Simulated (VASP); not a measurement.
**Te2Mo: the band gap, functional by functional**

Aim: the gap of Te2Mo on one structure at many levels of theory. The starting structure is a measured crystal structure from the Crystallography Open Database. The atoms were first relaxed with LDA in that cell, in a run that isn't shown, and the relaxed structure is the one below. Meshes and data sets differ where the inputs say so.

Main program and level: VASP 6.6.1; Kohn-Sham DFT with plane waves and PAW; 9 levels of theory, named at each step.

## (1) Set-up

It takes space group P6_3/mmc (No. 194, hexagonal). Conventional cell: a = 3.518 Å, b = 3.518 Å, c = 13.974 Å, α = 90.00°, β = 90.00°, γ = 120.00°. Nearest to Te lie 3 Mo at 2.70 Å. Nearest to Mo lie 6 Te at 2.70 Å. Farther neighbours and most contacts between anions are not listed.

Structure file:

```
Te Mo
1.0
     3.51820    0.00000    0.00000
    -1.75910    3.04685    0.00000
     0.00000    0.00000   13.97360
Te Mo
4 2
Direct
  0.66667 0.33333 0.37780
  0.33333 0.66667 0.87780
  0.66667 0.33333 0.12220
  0.33333 0.66667 0.62220
  0.66667 0.33333 0.75000
  0.33333 0.66667 0.25000
```

## (2) Bands with LDA

LDA, the lowest rung, knows the local density alone.

File INCAR:

```
SYSTEM = Te2Mo
PREC = Accurate
ENCUT = 350
EDIFF = 1E-06
NELM = 100
ISMEAR = 0
SIGMA = 0.03
LREAL = .FALSE.
ALGO = Normal
GGA = CA
NBANDS = 42
LASPH = .TRUE.
LORBIT = 11
LWAVE = .FALSE.
LCHARG = .FALSE.
KPAR = 8
```

File POSCAR:

```
Te2Mo
1.0
    3.5182000000      0.0000000000      0.0000000000
   -1.7591000000      3.0468505756      0.0000000000
    0.0000000000      0.0000000000     13.9736000000
Te Mo
4 2
Direct
    0.6666666667      0.3333333333      0.3777982746
    0.3333333333      0.6666666667      0.8777982746
    0.6666666667      0.3333333333      0.1222017254
    0.3333333333      0.6666666667      0.6222017254
    0.6666666667      0.3333333333      0.7500000000
    0.3333333333      0.6666666667      0.2500000000
```

File KPOINTS:

```
Automatic mesh
0
Gamma
8 8 2
0 0 0
```

File KPOINTS_OPT:

```
Line mode
8
Line-mode
Reciprocal
  0.00000000   0.00000000   0.00000000 GAMMA
  0.50000000   0.00000000   0.00000000 M

  0.50000000   0.00000000   0.00000000 M
  0.33333333   0.33333333   0.00000000 K

  0.33333333   0.33333333   0.00000000 K
  0.00000000   0.00000000   0.00000000 GAMMA

  0.00000000   0.00000000   0.00000000 GAMMA
  0.00000000   0.00000000   0.50000000 A

  0.00000000   0.00000000   0.50000000 A
  0.50000000   0.00000000   0.50000000 L

  0.50000000   0.00000000   0.50000000 L
  0.33333333   0.33333333   0.50000000 H

  0.33333333   0.33333333   0.50000000 H
  0.00000000   0.00000000   0.50000000 A

  0.50000000   0.00000000   0.50000000 L
  0.50000000   0.00000000   0.00000000 M

  0.33333333   0.33333333   0.00000000 K
  0.33333333   0.33333333   0.50000000 H
```

PAW data sets: Te and Mo_sv (LDA family, release 64).

On the command line:

```
$ mpirun -np 8 vasp_std
```

Output:

```text
[banner, memory and clock lines left out]
running    8 mpi-ranks, on    1 nodes
 distrk:  each k-point on    1 cores,    8 groups
 distr:  one band on    1 cores,    1 groups

 POSCAR found type information on POSCAR TeMo
 POSCAR found :  2 types and       6 ions
|                                                                             |
|           W    W    AA    RRRRR   N    N  II  N    N   GGGG   !!!           |
|           W    W   A  A   R    R  NN   N  II  NN   N  G    G  !!!           |
|           W    W  A    A  R    R  N N  N  II  N N  N  G       !!!           |
|           W WW W  AAAAAA  RRRRR   N  N N  II  N  N N  G  GGG   !            |
|           WW  WW  A    A  R   R   N   NN  II  N   NN  G    G                |
|           W    W  A    A  R    R  N    N  II  N    N   GGGG   !!!           |
|                                                                             |
|     For optimal performance we recommend to set                             |
|       NCORE = 2 up to number-of-cores-per-socket                            |
|     NCORE specifies how many cores store one orbital (NPAR=cpu/NCORE).      |
|     This setting can greatly improve the performance of VASP for DFT.       |
|     The default, NCORE=1 might be grossly inefficient on modern             |
|     multi-core architectures or massively parallel machines. Do your        |
|     Unfortunately you need to use the default for GW and RPA                |
|     calculations (for HF NCORE is supported but not extensively tested      |
|     yet).                                                                   |
|                                                                             |

 LDA part: xc-table for (Slater(with rela. corr.)+CA(PZ))
 , standard interpolation
 POSCAR, INCAR and KPOINTS ok, starting setup
 FFT: planning ... GRIDC
 FFT: planning ... GRID_SOFT
 FFT: planning ... GRID
 WAVECAR not read
 entering main loop
       N       E                     dE             d eps       ncg     rms          rms(c)
DAV:   1     0.307330643871E+03    0.30733E+03   -0.21902E+04  1976   0.816E+02
DAV:   2    -0.264862045488E+02   -0.33382E+03   -0.31888E+03  1976   0.248E+02
DAV:   3    -0.423247100163E+02   -0.15839E+02   -0.15567E+02  1942   0.479E+01
DAV:   4    -0.426069049074E+02   -0.28219E+00   -0.28195E+00  1992   0.652E+00
DAV:   5    -0.426144668158E+02   -0.75619E-02   -0.75615E-02  1974   0.103E+00    0.226E+01
DAV:   6    -0.417328835795E+02    0.88158E+00   -0.46591E+00  1770   0.116E+01    0.880E+00
DAV:   7    -0.416290931211E+02    0.10379E+00   -0.31139E+00  1744   0.930E+00    0.631E+00
DAV:   8    -0.412293887878E+02    0.39970E+00   -0.73874E-01  1798   0.485E+00    0.191E+00
DAV:   9    -0.412328502372E+02   -0.34614E-02   -0.10783E-01  1918   0.124E+00    0.915E-01
DAV:  10    -0.412273756045E+02    0.54746E-02   -0.19080E-02  1804   0.758E-01    0.239E-01
DAV:  11    -0.412274793079E+02   -0.10370E-03   -0.12328E-03  2104   0.141E-01    0.164E-01
DAV:  12    -0.412275087945E+02   -0.29487E-04   -0.13110E-04  1858   0.485E-02    0.181E-01
DAV:  13    -0.412274218938E+02    0.86901E-04   -0.32446E-04  1786   0.953E-02    0.456E-03
DAV:  14    -0.412274226375E+02   -0.74373E-06   -0.10052E-05  1910   0.140E-02    0.137E-02
DAV:  15    -0.412274226138E+02    0.23727E-07   -0.14879E-07   978   0.189E-03
   1 F= -.41227423E+02 E0= -.41227423E+02  d E =-.430472E-42
 Start KPOINTS_OPT (optional k-point list driver)
k-point batch [1-20\72]
       N       E                     dE             ncg
DAV:   1    -0.128016885053E+04   -0.24196E+05     1992
DAV:   2    -0.784008261736E+04   -0.65599E+04     1962
DAV:   3    -0.815829141203E+04   -0.31821E+03     2002
DAV:   4    -0.816414532655E+04   -0.58539E+01     1952
DAV:   5    -0.816430745569E+04   -0.16213E+00     1996
DAV:   6    -0.816431215718E+04   -0.47015E-02     1966
DAV:   7    -0.816431237552E+04   -0.21834E-03     2038
DAV:   8    -0.816431238619E+04   -0.10670E-04     1500
DAV:   9    -0.816431238675E+04   -0.56081E-06     1294
[...]
k-point batch [61-72\72]
       N       E                     dE             ncg
DAV:   1     0.573133170345E+04   -0.19443E+05     1200
DAV:   2     0.194368682840E+04   -0.37876E+04     1172
DAV:   3     0.175931740941E+04   -0.18437E+03     1160
DAV:   4     0.175612646997E+04   -0.31909E+01     1152
DAV:   5     0.175604622022E+04   -0.80250E-01     1094
DAV:   6     0.175604300161E+04   -0.32186E-02     1140
DAV:   7     0.175604285241E+04   -0.14919E-03     1106
DAV:   8     0.175604284522E+04   -0.71986E-05      938
DAV:   9     0.175604284487E+04   -0.34925E-06      634
```

Wall time 21 s (8 MPI ranks of Intel Xeon Platinum 8559C (Emerald Rapids), shared host); peak memory 2.1 GiB; 2.7 min of CPU time.

Lines that name or quote the potential files are left out of all logs, and their timing lines are given in words.

Parts of OUTCAR (step 2):

```text
ion  position               nearest neighbor table
   1  0.667  0.333  0.378-   6 2.70   6 2.70   6 2.70   3 3.57
   2  0.333  0.667  0.878-   5 2.70   5 2.70   5 2.70   4 3.57
   3  0.667  0.333  0.122-   6 2.70   6 2.70   6 2.70   1 3.57
   4  0.333  0.667  0.622-   5 2.70   5 2.70   5 2.70   2 3.57
   5  0.667  0.333  0.750-   2 2.70   4 2.70   2 2.70   4 2.70   2 2.70   4 2.70
   6  0.333  0.667  0.250-   1 2.70   3 2.70   1 2.70   3 2.70   1 2.70   3 2.70

  LATTYP: Found a hexagonal cell.
 ALAT       =     3.5182000000
 C/A-ratio  =     3.9718037633

 Subroutine GETGRP returns: Found 24 space group operations
 (whereof 12 operations were pure point group operations)

The static configuration has the point symmetry D_3d.
 The point group associated with its full space group is D_6h.

 Found     20 irreducible k-points:

   k-points           NKPTS =     20   k-points in BZ     NKDIM =     20   number of bands    NBANDS=     42

   dimension x,y,z NGX =    24 NGY =   24 NGZ =   90
   dimension x,y,z NGXF=    48 NGYF=   48 NGZF=  180

   ENCUT  =  350.0 eV  25.72 Ry    5.07 a.u.   5.37  5.37 21.32*2*pi/ulx,y,z

   NELECT =      52.0000    total number of electrons

 k-points in reciprocal lattice and weights: Automatic mesh
   0.00000000  0.00000000  0.00000000       0.008
   0.12500000  0.00000000  0.00000000       0.047
   0.25000000  0.00000000  0.00000000       0.047
   0.37500000  0.00000000  0.00000000       0.047
   0.50000000  0.00000000  0.00000000       0.023
   0.12500000  0.12500000  0.00000000       0.047
   0.25000000  0.12500000  0.00000000       0.094
   0.37500000  0.12500000  0.00000000       0.094
   0.25000000  0.25000000  0.00000000       0.047
[...]
0.25000000  0.25000000  0.50000000       0.047
   0.37500000  0.25000000  0.50000000       0.047

 average (electrostatic) potential at core
       1 -86.9746       2 -86.9746       3 -86.9746       4 -86.9746       5 -73.5343
       6 -73.5343

 E-fermi :   8.3198

 k-point     1 :       0.0000    0.0000    0.0000
  band No.  band energies     occupation
    ...
     22       6.9325      2.00000
     23       6.9325      2.00000
     24       6.9681      2.00000
     25       7.7118      2.00000
     26       8.0373      2.00000
     27      10.9143      0.00000
     28      10.9143      0.00000
     29      11.0346      0.00000
     30      11.0346      0.00000
     31      11.1649      0.00000
    ...

 k-point     2 :       0.1250    0.0000    0.0000
  band No.  band energies     occupation
    ...
     22       6.6641      2.00000
     23       6.8798      2.00000
     24       7.0141      2.00000
     25       7.7919      2.00000
     26       7.9256      2.00000
     27      10.2780      0.00000
     28      10.3286      0.00000
     29      10.3535      0.00000
     30      10.4308      0.00000
     31      10.6895      0.00000
    ...

 k-point     3 :       0.2500    0.0000    0.0000
  band No.  band energies     occupation
    ...
     22       6.7142      2.00000
     23       6.7857      2.00000
     24       6.9154      2.00000
     25       7.1017      2.00000
     26       7.2296      2.00000
     27       9.1951      0.00000
     28       9.8047      0.00000
     29       9.8933      0.00000
     30       9.9395      0.00000
     31      10.1890      0.00000
    ...

  Total       -2.3301877     -2.3301877     -1.1206805      0.0000000     -0.0000000      0.0000000
  in kB      -24.9242160    -24.9242160    -11.9870527      0.0000000     -0.0000000      0.0000000
  external PRESSURE =     -20.6118282 kB  Pullay stress =       0.0000000 kB

  energy-cutoff  :      350.00
  volume of cell :      149.79
      direct lattice vectors                 reciprocal lattice vectors
     3.518200000  0.000000000  0.000000000     0.284236257  0.164103880  0.000000000
    -1.759100000  3.046850576  0.000000000     0.000000000  0.328207759  0.000000000
     0.000000000  0.000000000 13.973600000     0.000000000  0.000000000  0.071563520

 POSITION                                       TOTAL-FORCE (eV/Angst)
 -----------------------------------------------------------------------------------
      1.75910      1.01562      5.27920        -0.000000     -0.000000     -0.000276
     -0.00000      2.03123     12.26600        -0.000000     -0.000000     -0.000276
      1.75910      1.01562      1.70760        -0.000000     -0.000000      0.000276
     -0.00000      2.03123      8.69440        -0.000000     -0.000000      0.000276
      1.75910      1.01562     10.48020         0.000000     -0.000000      0.000000
     -0.00000      2.03123      3.49340        -0.000000      0.000000      0.000000
 -----------------------------------------------------------------------------------
    total drift:                               -0.000000      0.000000     -0.000000

  FREE ENERGIE OF THE ION-ELECTRON SYSTEM (eV)
  ---------------------------------------------------
  free  energy   TOTEN  =       -41.2274226138 eV

  energy  without entropy=      -41.2274226138  energy(sigma->0) =      -41.22742261

 total charge
# of ion       s       p       d       tot
------------------------------------------
    1        1.391   1.989   0.069   3.449
    2        1.391   1.989   0.069   3.449
    3        1.391   1.989   0.069   3.449
    4        1.391   1.989   0.069   3.449
    5        2.262   6.151   4.020  12.433
    6        2.262   6.151   4.020  12.433
--------------------------------------------------
tot         10.088  20.258   8.314  38.660

[... 3 further parts left out ...]
```

Spin-orbit coupling is off here; with elements this heavy it can split and shift levels by tenths of an eV. At this level the cell is under a tension of 2.1 GPa, so at these settings it is away from equilibrium.

LDA gives a least gap of 0.687 eV, and a least direct gap of 1.021 eV.

## (3) Bands with PBE

PBE, the usual starting point, adds the gradient of the density.

INCAR: that of step 2 with these lines changed.

```diff
@@ -9,3 +9,3 @@
 ALGO = Normal
-GGA = CA
+GGA = PE
 NBANDS = 42
```

POSCAR is that of step 2.

KPOINTS is that of step 2.

KPOINTS_OPT is that of step 2.

The projector-augmented-wave data sets are Te and Mo_sv (PBE family, release 64).

On the command line:

```
$ mpirun -np 8 vasp_std
```

Output:

```text
[banner, memory and clock lines left out]
running    8 mpi-ranks, on    1 nodes
[...]
[... a notice as in an earlier step ...]

 LDA part: xc-table for (Slater+PW92), standard interpolation
 POSCAR, INCAR and KPOINTS ok, starting setup
[...]
entering main loop
       N       E                     dE             d eps       ncg     rms          rms(c)
DAV:   1     0.296322824411E+03    0.29632E+03   -0.22123E+04  1984   0.815E+02
DAV:   2    -0.221043195811E+02   -0.31843E+03   -0.30430E+03  2024   0.239E+02
DAV:   3    -0.369263038384E+02   -0.14822E+02   -0.14583E+02  1986   0.460E+01
DAV:   4    -0.371841047783E+02   -0.25780E+00   -0.25756E+00  1996   0.619E+00
[...]
DAV:  12    -0.359576663233E+02    0.59817E-04   -0.14000E-04  1902   0.500E-02    0.114E-01
DAV:  13    -0.359576451360E+02    0.21187E-04   -0.14394E-04  1800   0.608E-02    0.108E-02
DAV:  14    -0.359576445212E+02    0.61486E-06   -0.63068E-06  1802   0.102E-02
   1 F= -.35957645E+02 E0= -.35957645E+02  d E =-.404786E-43
 Start KPOINTS_OPT (optional k-point list driver)
k-point batch [1-20\72]
       N       E                     dE             ncg
DAV:   1    -0.148200329972E+04   -0.24397E+05     2000
DAV:   2    -0.777431078293E+04   -0.62923E+04     2020
DAV:   3    -0.807327023307E+04   -0.29896E+03     2034
DAV:   4    -0.807859867724E+04   -0.53284E+01     1942
DAV:   5    -0.807874453851E+04   -0.14586E+00     2032
DAV:   6    -0.807874911898E+04   -0.45805E-02     1978
DAV:   7    -0.807874933641E+04   -0.21743E-03     2048
DAV:   8    -0.807874934730E+04   -0.10883E-04     1466
DAV:   9    -0.807874934786E+04   -0.56683E-06     1316
[...]
k-point batch [61-72\72]
       N       E                     dE             ncg
DAV:   1     0.564329878306E+04   -0.19531E+05     1200
DAV:   2     0.198674574266E+04   -0.36566E+04     1182
DAV:   3     0.180986319073E+04   -0.17688E+03     1176
DAV:   4     0.180686112694E+04   -0.30021E+01     1160
DAV:   5     0.180678735947E+04   -0.73767E-01     1106
DAV:   6     0.180678443801E+04   -0.29215E-02     1172
DAV:   7     0.180678430379E+04   -0.13422E-03     1128
DAV:   8     0.180678429733E+04   -0.64676E-05      914
DAV:   9     0.180678429702E+04   -0.30804E-06      664
```

Elapsed: 23 s, on 8 MPI ranks; peak memory 2.4 GiB; 2.9 min of CPU time.

From OUTCAR (step 3):

```text
  Total        2.8391845      2.8391845      4.5197842      0.0000000      0.0000000      0.0000000
  in kB       30.3685610     30.3685610     48.3446364      0.0000000      0.0000000      0.0000000
  external PRESSURE =      36.3605861 kB  Pullay stress =       0.0000000 kB

 POSITION                                       TOTAL-FORCE (eV/Angst)
 -----------------------------------------------------------------------------------
      1.75910      1.01562      5.27920        -0.000000     -0.000000      0.443592
     -0.00000      2.03123     12.26600         0.000000     -0.000000      0.443592
      1.75910      1.01562      1.70760        -0.000000     -0.000000     -0.443592
     -0.00000      2.03123      8.69440         0.000000     -0.000000     -0.443592
      1.75910      1.01562     10.48020         0.000000     -0.000000     -0.000000
     -0.00000      2.03123      3.49340        -0.000000      0.000000     -0.000000
 -----------------------------------------------------------------------------------
    total drift:                               -0.000000      0.000000     -0.000000

  FREE ENERGIE OF THE ION-ELECTRON SYSTEM (eV)
  ---------------------------------------------------
  free  energy   TOTEN  =       -35.9576445212 eV

  energy  without entropy=      -35.9576445212  energy(sigma->0) =      -35.95764452

[... 2 parts as in an earlier step ...]

[... 1 further part left out ...]
[key lines of the parts left out:]
E-fermi :   8.4625
```

PBE gives a least gap of 0.720 eV, and a least direct gap of 1.027 eV. The least gap is +0.034 eV from that of LDA.

(Part 1 of 3 ends here.)

[Lines on the potential files, build, host, timing and source positions are cut from VASP's logs without a mark.]

[Logs are printed without paths, hosts, clocks, repeated set-up lines and the standing remarks that a program may print on its own settings, such as how far it seeks lower states.]

[Hosts, paths, dates, database ids (printed as entryN), source tags and the programs' standing remarks are cut or masked in the printed files.]
